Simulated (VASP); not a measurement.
# SiH₂BrClO: harmonic vibrations of a molecule

SiH₂BrClO, molecule in box, 6 atoms in the cell. PBE, harmonic vibrations; PAW potentials O, Si, Cl, Br, H (PBE set).

## Input

INCAR.step1:
```
SYSTEM = SiH2BrClO
  PREC = Accurate
  ENCUT = 400
  EDIFF = 1E-8
  ISMEAR = 0
  SIGMA = 0.01
  ISYM = 0
  LREAL = .FALSE.
  LASPH = .TRUE.
  NELM = 100
  ALGO = Normal
  LWAVE = .FALSE.
  LCHARG = .FALSE.
  IBRION = 2
  NSW = 60
  ISIF = 2
  EDIFFG = -0.002
  POTIM = 0.5
```

INCAR.step2, as INCAR.step1 but for:
```
- IBRION = 2
- NSW = 60
- ISIF = 2
- EDIFFG = -0.002
- POTIM = 0.5
+ IBRION = 5
+ NFREE = 2
+ POTIM = 0.015
+ NSW = 1
```

KPOINTS:
```
k-points
0
Gamma
  1 1 1
```

POSCAR.step1:
```
SiH2BrClO
1.0
   12.0000000000      0.0000000000      0.0000000000
    0.0000000000     13.0000000000      0.0000000000
    0.0000000000      0.0000000000     12.0000000000
O Si Cl Br H
1 1 1 1 2
Direct
    0.6213375000      0.5950576900      0.4677791700
    0.5622875000      0.4887961500      0.5068375000
    0.5857875000      0.3746961500      0.3923208300
    0.3808291700      0.5096653800      0.5282375000
    0.5959625000      0.6285346200      0.4012041700
    0.6129291700      0.4588576900      0.6133458300
```

Commands (each step's output is kept before the next begins):
```
cat potpaw_PBE.64/O/POTCAR potpaw_PBE.64/Si/POTCAR potpaw_PBE.64/Cl/POTCAR potpaw_PBE.64/Br/POTCAR potpaw_PBE.64/H/POTCAR > POTCAR
cp INCAR.step1 INCAR
cp POSCAR.step1 POSCAR
mpirun -np 4 vasp_gam > vasp.out
cp CONTCAR POSCAR
cp INCAR.step2 INCAR
mpirun -np 4 vasp_gam > vasp.out
```

## Result

- Vibrations (cm⁻¹; a negative value is imaginary): 3783, 2257, 914, 832, 766, 746, 530, 407, 276, 254, 164, 146
- Zero-point energy (eV): 0.687
- Translations and rotations, which should read zero (cm⁻¹): -12, -8, -5, 1, 3, 12
- Vibrational entropy at 298 K (meV/K): 0.469
- Displaced cells: 36
- Ionic steps, all stages: 76
- Electronic steps, all stages: 1258

VASP 6.6.1 took 2811 s on 4 cores (AMD EPYC 7R13 (Zen 3)), a shared host.
